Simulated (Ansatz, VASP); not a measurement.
**GePt in two plane-wave programs**

One calculation is typed for both programs; each brings its own data sets. How far apart do they land? The cell is generated by rule, not measured, and may not be a known phase. The cell is taken from a series of runs on this material, whose earlier steps may have relaxed, scaled, displaced or heated it; both programs get it as it stands.

Method: plane waves, with VASP 6.6.1 beside it; single point at r2SCAN, in Ansatz 0.2.0.

The structure was built from a prototype and need not be the compound's stable phase.

### Step 1. Starting point

Symmetry: P4/nmm, No. 129, tetragonal system. The conventional cell has a = 4.465 Å, b = 4.465 Å, c = 3.157 Å, α = 90.00°, β = 90.00°, γ = 90.00°. Pt has 8 Ge at 2.66 to 2.82 Å nearest. Nearest to Ge lie 8 Pt at 2.66 to 2.82 Å. Farther neighbours are not listed.

### Step 2. VASP: single point, r2SCAN, pair 1

A single point gives forces, pressure and levels at one fixed geometry, so differences don't come from the geometry; what else differs is listed under the comparison.

Lines of VASP's logs that name or quote its potential files are left out, and so is its time.

INCAR

```
SYSTEM = GePt
PREC = Accurate
ENCUT = 550
EDIFF = 1E-06
NELM = 120
ISMEAR = 1
SIGMA = 0.2
LREAL = .FALSE.
ALGO = Normal
METAGGA = R2SCAN
LASPH = .TRUE.
NBANDS = 30
LORBIT = 11
LWAVE = .FALSE.
LCHARG = .FALSE.
ISIF = 2
GGA_COMPAT = .FALSE.
LMIXTAU = .TRUE.
KPAR = 2
```

POSCAR

```
GePt
1.0
   -3.1569466852      0.0000000000      0.0000000000
    0.0000000000     -3.1569466852     -3.1569466852
    0.0000000000     -3.1569466852      3.1569466852
Pt Ge
2 2
Direct
    0.0443466469      0.5000000000      0.5000000000
    0.9556533531      0.0000000000      0.0000000000
    0.5000000000      0.0000000000      0.5000000000
    0.5000000000      0.5000000000      0.0000000000
```

KPOINTS

```
Automatic mesh
0
Gamma
14 10 10
0 0 0
```

Potentials, in the order of the species: Pt and Ge_d (PBE family, release 64).

The run is started by

```bash
> mpirun -np 2 vasp_std
```

Numbers of over 12 decimals in the logs are rounded to 6 here.

Output:

```text
[banner, memory and clock lines left out]
running    2 mpi-ranks, on    1 nodes
 distrk:  each k-point on    1 cores,    2 groups
 distr:  one band on    1 cores,    1 groups

 POSCAR found type information on POSCAR PtGe
 POSCAR found :  2 types and       4 ions
|                                                                             |
|               ----> ADVICE to this user running VASP <----                  |
|                                                                             |
|     You enforced a specific xc type in the INCAR file but a different       |
|     [... a line on the potential file left out ...]
|     I HOPE YOU KNOW WHAT YOU ARE DOING!                                     |
|                                                                             |

 LDA part: xc-table for (None), standard interpolation
 POSCAR, INCAR and KPOINTS ok, starting setup
 FFT: planning ... GRIDC
 FFT: planning ... GRID_SOFT
 FFT: planning ... GRID
 WAVECAR not read
 entering main loop
       N       E                     dE             d eps       ncg     rms          rms(c)
DAV:   1     0.356211180839E+03    0.35621E+03   -0.24375E+04 13006   0.430E+03
DAV:   2    -0.702909611795E+02   -0.42650E+03   -0.40644E+03 10152   0.931E+02
DAV:   3    -0.137246030361E+03   -0.66955E+02   -0.64127E+02 11160   0.192E+02
DAV:   4    -0.140284839185E+03   -0.30388E+01   -0.30046E+01 11834   0.455E+01
DAV:   5    -0.140361644050E+03   -0.76805E-01   -0.76789E-01 11368   0.753E+00    0.145E+01
DAV:   6    -0.131274998251E+03    0.90866E+01   -0.61554E+00 10362   0.198E+01    0.887E+00
DAV:   7    -0.130736160933E+03    0.53884E+00   -0.68603E-01 10882   0.617E+00    0.430E+00
DAV:   8    -0.130845450643E+03   -0.10929E+00   -0.30750E-01 10468   0.338E+00    0.167E+00
DAV:   9    -0.130838510354E+03    0.69403E-02   -0.14876E-01 10610   0.256E+00    0.303E-01
DAV:  10    -0.130877004610E+03   -0.38494E-01   -0.25079E-02 10612   0.101E+00    0.166E-01
DAV:  11    -0.130868784478E+03    0.82201E-02   -0.14435E-02 11062   0.730E-01    0.196E-01
DAV:  12    -0.130876677182E+03   -0.78927E-02   -0.39992E-03 10674   0.369E-01    0.489E-02
DAV:  13    -0.130877799795E+03   -0.11226E-02   -0.47625E-04 11268   0.139E-01    0.204E-02
DAV:  14    -0.130877855934E+03   -0.56139E-04   -0.11652E-04 10842   0.713E-02    0.187E-02
DAV:  15    -0.130877862402E+03   -0.64683E-05   -0.64255E-05 10610   0.564E-02    0.671E-03
DAV:  16    -0.130877868417E+03   -0.60147E-05   -0.12977E-05  9120   0.263E-02    0.169E-03
DAV:  17    -0.130877870797E+03   -0.23798E-05   -0.16092E-06  7570   0.981E-03    0.424E-04
DAV:  18    -0.130877870878E+03   -0.81109E-07   -0.12892E-07  5280   0.332E-03
   1 F= -.13087787E+03 E0= -.13087842E+03  d E =0.164025E-02
```

Parts of OUTCAR (step 2):

```text
ion  position               nearest neighbor table
   1  0.044  0.500  0.500-   3 2.66   4 2.66   4 2.66   3 2.66   3 2.82   4 2.82   4 2.82   3 2.82
                             2 3.17   2 3.17   2 3.17   2 3.17
   2  0.956  0.000  0.000-   3 2.66   4 2.66   3 2.66   4 2.66   3 2.82   4 2.82   3 2.82   4 2.82
                             1 3.17   1 3.17   1 3.17   1 3.17
   3  0.500  0.000  0.500-   1 2.66   2 2.66   2 2.66   1 2.66   1 2.82   1 2.82   2 2.82   2 2.82

  LATTYP: Found a simple tetragonal cell.
 ALAT       =     4.4645968179
 C/A-ratio  =     0.7071067812

 Subroutine GETGRP returns: Found 16 space group operations
 (whereof  8 operations were pure point group operations)

The static configuration has the point symmetry C_4v.
 The point group associated with its full space group is D_4h.

 Found    168 irreducible k-points:

   k-points           NKPTS =    168   k-points in BZ     NKDIM =    168   number of bands    NBANDS=     30

   dimension x,y,z NGX =    24 NGY =   36 NGZ =   36
   dimension x,y,z NGXF=    48 NGYF=   72 NGZF=   72

   ENCUT  =  550.0 eV  40.42 Ry    6.36 a.u.   6.04  8.54  8.54*2*pi/ulx,y,z

   NELECT =      48.0000    total number of electrons

 k-points in reciprocal lattice and weights: Automatic mesh
   0.00000000  0.00000000  0.00000000       0.001
   0.07142857  0.00000000  0.00000000       0.001
   0.14285714  0.00000000  0.00000000       0.001
   0.21428571  0.00000000  0.00000000       0.001
   0.28571429  0.00000000  0.00000000       0.001
   0.35714286  0.00000000  0.00000000       0.001
   0.42857143  0.00000000  0.00000000       0.001
   0.50000000  0.00000000  0.00000000       0.001
   0.00000000  0.10000000  0.00000000       0.003
[...]
0.42857143  0.50000000  0.50000000       0.001
   0.50000000  0.50000000  0.50000000       0.001

 average (electrostatic) potential at core
       1 -69.7353       2 -69.7353       3 -74.8786       4 -74.8786

 E-fermi :   9.8424

 k-point     1 :       0.0000    0.0000    0.0000
  band No.  band energies     occupation
    ...
     19       6.4385      2.00000
     20       7.2136      2.00000
     21       7.3129      2.00000
     22       7.3129      2.00000
     23       8.2895      2.00000
     24       9.9949      0.04039
     25      10.3747     -0.00109
     26      11.6846     -0.00000
     27      11.6846     -0.00000
     28      12.3885     -0.00000
    ...

 k-point     2 :       0.0714    0.0000    0.0000
  band No.  band energies     occupation
    ...
     20       7.2042      2.00000
     21       7.2491      2.00000
     22       7.2491      2.00000
     23       8.2905      2.00000
     24       9.7909      1.42032
     25      10.1931     -0.03257
     26      11.8668     -0.00000
     27      11.8995     -0.00000
     28      11.8995     -0.00000
     29      15.1013      0.00000
    ...

 k-point     3 :       0.1429    0.0000    0.0000
  band No.  band energies     occupation
    ...
     21       7.7845      2.00000
     22       7.7845      2.00000
     23       8.2932      2.00000
     24       9.2272      2.00012
     25       9.5302      2.04974
     26      11.3608     -0.00000
     27      12.4749     -0.00000
     28      12.4749     -0.00000
     29      14.7955      0.00000
     30      16.4572      0.00000

  Total        0.5809353      0.2978160      0.2978160      0.0000000      0.0000000      0.0000000
  in kB       14.7913086      7.5827512      7.5827512      0.0000000      0.0000000      0.0000000
  external PRESSURE =       9.9856037 kB  Pullay stress =       0.0000000 kB

  energy-cutoff  :      550.00
  volume of cell :       62.93
      direct lattice vectors                 reciprocal lattice vectors
    -3.156946685  0.000000000  0.000000000    -0.316761764  0.000000000  0.000000000
     0.000000000 -3.156946685 -3.156946685     0.000000000 -0.158380882 -0.158380882
     0.000000000 -3.156946685  3.156946685     0.000000000 -0.158380882  0.158380882

 POSITION                                       TOTAL-FORCE (eV/Angst)
 -----------------------------------------------------------------------------------
     -0.14000     -3.15695      0.00000        -0.087206      0.000000      0.000000
     -3.01695      0.00000      0.00000         0.087206     -0.000000     -0.000000
     -1.57847     -1.57847      1.57847         0.000000     -0.000000     -0.000000
     -1.57847     -1.57847     -1.57847         0.000000     -0.000000     -0.000000
 -----------------------------------------------------------------------------------
    total drift:                               -0.000000      0.000000     -0.000000

  FREE ENERGIE OF THE ION-ELECTRON SYSTEM (eV)
  ---------------------------------------------------
  free  energy   TOTEN  =      -130.8778708780 eV

  energy  without entropy=     -130.8795111249  energy(sigma->0) =     -130.87841763

 total charge
# of ion       s       p       d       tot
------------------------------------------
    1        0.632   0.476   8.208   9.316
    2        0.632   0.476   8.208   9.316
    3        1.156   1.026  10.086  12.269
    4        1.156   1.026  10.086  12.269
--------------------------------------------------
tot          3.577   3.004  36.588  43.169

[... 3 further parts left out ...]
```

The run ends at a pressure of 1.00 GPa, with forces up to 0.087 eV/Å.

### Step 3. Ansatz: single point, r2SCAN, pair 1

Ansatz runs on its default PAW (the set named soft_2) files.

The same cell, functional, mesh and smearing now go to Ansatz, which takes its cutoff from its data sets.

input.yaml

```yaml
crystal:
  lattice:
    - [-3.1569466852, 0.0, 0.0]
    - [0.0, -3.1569466852, -3.1569466852]
    - [0.0, -3.1569466852, 3.1569466852]
  atoms:
    - { symbol: Pt, position: [0.0443466469, 0.5, 0.5] }
    - { symbol: Pt, position: [-0.0443466469, 0.0, 0.0] }
    - { symbol: Ge, position: [0.5, 0.0, 0.5] }
    - { symbol: Ge, position: [0.5, 0.5, 0.0] }
kpoints:
  mp_grid: { grid: [14, 10, 10] }
hamiltonian:
  xc: r2scan
scf:
  occupations: { method: methfessel_paxton, width: 0.2 }
output:
  forces: true
  stress: true
  eigenvalues: true
```

The run is started by

```bash
> ansatz run input.yaml --threads 4 --pin off --max-ram 7168MiB --backend cpu --events-out ev --progress --plain --runs-dir out
```

Output:

```text
Engine: ansatz 0.2.0, aarch64-unknown-linux-gnu
Pseudopotentials: kind: paw
Pseudopotential: Pt, paw, valence charge 18, recommended cutoff 500 eV (meta_gga), Pt.paw.azcp
Pseudopotential: Ge, paw, valence charge 14, recommended cutoff 500 eV (meta_gga), Ge.paw.azcp
Functional definition: r2SCAN
  parameter k0 = 0.174
  parameter k1 = 0.065
  parameter a1 = 4.9479
  exchange = r2scan_x(k0 = k0, k1 = k1, a1 = a1)
  correlation = r2scan_c
Crystal: 4 atoms, lattice volume = 62.926 Å³
Basis set: ecut = 500 eV, 1583 PW (Γ), exchange–correlation on 96×144×144 points (64 copies of the dense FFT grid, shifted against one another)
Bands: 39, of which v1, the nominal top of the filled ones, is band 32 counted from 1 (31 counted from 0)
Symmetry: 16 space group operations
Space group: P4/nmm (ITA 129), of the structure as read, at distance tolerance 4.0e-5 Å
k-points: 168 of 1400
Non-local potential: Pt, projectors of the file, l = 0: 3, l = 1: 2, l = 2: 2, l = 3: 1
Non-local potential: Ge, projectors of the file, l = 0: 2, l = 1: 2, l = 2: 3, l = 3: 1
PAW form: soft (Blöchl's): semilocal exchange-correlation on the pseudo side does not see the compensation charge
PAW frozen core: Pt, regenerated for the run's functional (the file was generated under x = pbe(κ = 0.804, μ = 0.219515), c = pbe(β = 0.066725))
PAW frozen core: Ge, regenerated for the run's functional (the file was generated under x = pbe(κ = 0.804, μ = 0.219515), c = pbe(β = 0.066725))
PAW one-centre angular grid: Pt, 590 points (default); XC on 160 Gauss nodes
PAW one-centre angular grid: Ge, 590 points (default); XC on 160 Gauss nodes
Initial density: superposition of atomic densities (neutral atoms: chi_scale 0, normalization atom), corrected by the library's trained network
Initial wavefunctions: pseudopotential atomic-orbital guess
Functional: x = r2scan, c = r2scan; τ floored in thin density (d = 2e-4 eV/Å³)
SCF iter   1: F=—  HF=-33679.463115 eV  |F-HF|=—  |Δ(HF+E_count)|=         —  Δρ=1.14e-2  dr2=7.42e-2  dr2_τ=2.39e-2  ethr=1.77e-3  ⟨swp⟩=5.0  Hψ=22162  notcnv=0
preconditioner: auto → Kerker (q_TF=auto, 2.736 Å⁻¹)  [metal: Δε(μ)=0.008 eV  Ē_g=18.112 eV  σ=0.200 eV  W_gap=0.04  n_scr=18 (ndim 8)  ℏωp=32.4 eV  f_vac=0.000  D(μ)=1.63/eV (n_scr^D=10)]
SCF iter   2: F=—  HF=-33679.482487 eV  |F-HF|=—  |Δ(HF+E_count)|=   1.94e-2  S|Δr|=    0.00e0  Δρ=4.28e-3  dr2=7.80e-3  dr2_τ=2.02e-3  ethr=1.16e-4  ⟨swp⟩=2.0  Hψ=11627  notcnv=0
SCF iter   3: F=—  HF=-33679.483682 eV  |F-HF|=—  |Δ(HF+E_count)|=   1.20e-3  S|Δr|=    0.00e0  Δρ=1.70e-3  dr2=7.21e-4  dr2_τ=8.94e-5  ethr=1.22e-5  ⟨swp⟩=2.0  Hψ=8228  notcnv=0
SCF iter   4: F=—  HF=-33679.484146 eV  |F-HF|=—  |Δ(HF+E_count)|=   4.64e-4  S|Δr|=    0.00e0  Δρ=4.74e-4  dr2=9.22e-5  dr2_τ=9.89e-6  ethr=1.13e-6  ⟨swp⟩=2.2  Hψ=10694  notcnv=0
SCF iter   5: F=—  HF=-33679.484184 eV  |F-HF|=—  |Δ(HF+E_count)|=   3.87e-5  S|Δr|=    0.00e0  Δρ=1.86e-4  dr2=2.02e-5  dr2_τ=7.16e-7  ethr=1.44e-7  ⟨swp⟩=2.0  Hψ=10311  notcnv=0
SCF iter   6: F=—  HF=-33679.484207 eV  |F-HF|=—  |Δ(HF+E_count)|=   2.32e-5  S|Δr|=    0.00e0  Δρ=3.38e-5  dr2=3.53e-7  dr2_τ=1.13e-7  ethr=3.15e-8  ⟨swp⟩=2.1  Hψ=10091  notcnv=0
SCF iter   7: F=-33679.484208 eV  HF=-33679.484208 eV  |F-HF|=4.12e-8  |Δ(HF+E_count)|=   3.21e-7  S|Δr|=    0.00e0  Δρ=1.07e-5  dr2=9.54e-8  dr2_τ=6.36e-9  ethr=1.56e-10  ⟨swp⟩=8.1  Hψ=28360  notcnv=0
SCF 1 converged in 7 iterations: F = -33679.484208 eV  dr2 = 9.54e-8
  greatest PAW one-centre occupation: 1.000 electrons in one spin orbital (limit 2), on the Pt atom at site 1 (counted from 0), in its partial waves of l = 0
SCF converged after 7 iterations
Stability not checked: this state was not tested for a lower state beside it, because cold or Methfessel-Paxton smearing, or corrected tetrahedra, fill the levels in a way that the test cannot read (fill_not_monotonic; see scf.lower_state_search)
Free energy (F): -33679.484208 eV
Harris-Foulkes:  -33679.484208 eV  (|F-HF|=4.12e-8)
Internal energy: -33679.485784 eV  (E = F + TS)
E sigma→0 (E₀):  -33679.484602 eV
Entropy (-TS):   0.001576 eV (0.394 meV/atom)
Fermi energy:    18.244304 eV
--- Per-component energies (eV) ---
  E_band       = -534.222471
  E_kinetic    = 1502.453213
  E_local      = -7103.867014  (includes V_loc(G=0)·N_el)
  E_nonlocal   = 1243.412377
  E_hartree    = 2915.147219
  E_xc         = -639.914757
  E_vxc        = -814.420002  (∫ρ·V_xc dr)
  E_paw        = -23026.995081  (= ΣΔE_a)
  E_vpaw       = -1243.840009  (= ΣTr[D̂ρ^β])
  E_aug_tail   = 0.000318  (compensation charges beyond the density's cutoff)
  E_vtau       = 51.736530  (kinetic-family band-sum trace: ∫τ·v_τ [+ j·A + Jᵃ·Aᵃ] dr)
  E_ewald      = -8567.087538
  E_core_change = -2.634520  (= ΣΔE_core)
  E_smearing   = 0.001576  (= −TS)
  E_closure    = -0.000000  (closes the sum)
  Σ components = -33679.484208   (vs F -33679.484208, Δ=0.00e0)
--- Forces (eV/Å), atoms counted from 1 ---
  atom   1  Pt    -0.08655548     0.00000000     0.00000000
  atom   2  Pt     0.08655548     0.00000000     0.00000000
  atom   3  Ge     0.00000000     0.00000000    -0.00000000
  atom   4  Ge     0.00000000     0.00000000    -0.00000000
  max |Σ_I F_I| component: 3.99e-17 eV/Å
--- Stress (GPa, compression-positive) ---
        1.404289       0.000000      -0.000000
        0.000000       0.667662      -0.000000
        0.000000      -0.000000       0.667662
  P = ⅓ Tr σ = 0.9132 GPa (9.132 kbar)
--- Band table (eV; the first three rows and the last of 168) ---
  k-point 0: bands = [... 28 lower, 15.7062, 15.7062, 16.6793, 18.3931, 18.7880, 20.0881, 20.0881, 20.7917, ... 3 higher]
  k-point 1: bands = [... 28 lower, 15.5785, 15.6484, 16.7870, 18.4992, 19.2122, 19.7289, 19.9809, 20.9193, ... 3 higher]
  k-point 2: bands = [... 28 lower, 15.3314, 15.5267, 17.0548, 18.5645, 19.1521, 19.6868, 20.4118, 21.3282, ... 3 higher]
  k-point 167: bands = [... 28 lower, 14.9044, 14.9044, 16.7703, 16.7703, 18.3001, 18.3001, 19.3726, 19.3726, ... 3 higher]
```

Reading the cycles: dr2 is the Hartree energy of the density residual (eV), the measure of convergence; HF is the Harris–Foulkes estimate of the energy, which meets the free energy F at convergence.

The run ends at a pressure of 0.91 GPa, with forces up to 0.087 eV/Å.

### Step 4. Comparison

Known differences besides the potentials themselves: VASP keeps PBE cores, Ansatz makes them for the functional; the data sets hold 64 valence electrons in Ansatz (on its default PAW (the set named soft_2) files) and 48 in VASP; the cutoff is 500 eV in Ansatz and 550 eV in VASP. Total energies have different zeros and are not compared.

Compared:

| quantity | Ansatz | VASP | difference |
| --- | --- | --- | --- |
| pressure (GPa) | 0.91 | 1.00 | -0.09 |

Forces (eV/Å; atoms numbered as in POSCAR):

| atom | Ansatz x, y, z | VASP x, y, z |
| --- | --- | --- |
| Pt1 | -0.087, 0.000, 0.000 | -0.087, 0.000, 0.000 |
| Pt2 | 0.087, 0.000, 0.000 | 0.087, 0.000, 0.000 |
| Ge3 | 0.000, 0.000, 0.000 | 0.000, 0.000, 0.000 |
| Ge4 | 0.000, 0.000, 0.000 | 0.000, 0.000, 0.000 |

The forces differ by 0.3 meV/Å r.m.s., which is 0.8 % of the r.m.s. force of 0.036 eV/Å (both taken over all components).

### Step 5. Ansatz: single point, r2SCAN, pair 2

A single point gives forces, pressure and levels at one fixed geometry, so differences don't come from the geometry; what else differs is listed under the comparison.

The cell is taken from a series of runs on this material, whose earlier steps may have relaxed, scaled, displaced or heated it; both programs get it as it stands.

input.yaml, the sections that differ from step 3:

```yaml
crystal:
  lattice:
    - [-3.1569466852, 0.0, 0.0]
    - [0.0, -3.1569466852, -3.1569466852]
    - [0.0, -3.1569466852, 3.1569466852]
  atoms:
    - { symbol: Pt, position: [0.069687588, 0.5, 0.5] }
    - { symbol: Pt, position: [-0.069687588, 0.0, 0.0] }
    - { symbol: Ge, position: [0.5, 0.0, 0.5] }
    - { symbol: Ge, position: [0.5, 0.5, 0.0] }
# kpoints, hamiltonian, scf, output: as in step 3
```

Output:

```text
[...]
Crystal: 4 atoms, lattice volume = 62.926 Å³
Basis set: ecut = 500 eV, 1583 PW (Γ), exchange–correlation on 96×144×144 points (64 copies of the dense FFT grid, shifted against one another)
Bands: 39, of which v1, the nominal top of the filled ones, is band 32 counted from 1 (31 counted from 0)
Symmetry: 16 space group operations
[...]
k-points: 168 of 1400
[...]
k-point 0: bands = [... 28 lower, 15.6801, 15.6801, 16.5422, 18.4017, 18.4852, 20.1234, 20.1234, 21.3987, ... 3 higher]
  k-point 1: bands = [... 28 lower, 15.5148, 15.5775, 16.7038, 18.4873, 18.9940, 19.7718, 20.0252, 21.4728, ... 3 higher]
  k-point 2: bands = [... 28 lower, 15.2538, 15.3989, 17.0572, 18.5483, 19.2070, 19.7536, 20.3055, 21.7279, ... 3 higher]
  k-point 167: bands = [... 28 lower, 15.0366, 15.0366, 16.7648, 16.7648, 18.2540, 18.2540, 19.3912, 19.3912, ... 3 higher]
[key lines of the parts left out:]
SCF converged after 8 iterations
Free energy (F): -33679.496411 eV
Fermi energy:    18.258621 eV
P = ⅓ Tr σ = 2.4167 GPa (24.167 kbar)
```

For the pressure, step 4 gave 0.913; this run, with other positions, gives 2.42 (+165 %).

(Part 1 of 2 ends here.)

[Lines on the potential files, build, host, timing and source positions are cut from VASP's logs without a mark.]

[Logs are printed without paths, hosts, clocks, repeated set-up lines and the standing remarks that a program may print on its own settings, such as how far it seeks lower states.]

[Hosts, paths, dates, database ids (printed as entryN), source tags and the programs' standing remarks are cut or masked in the printed files.]
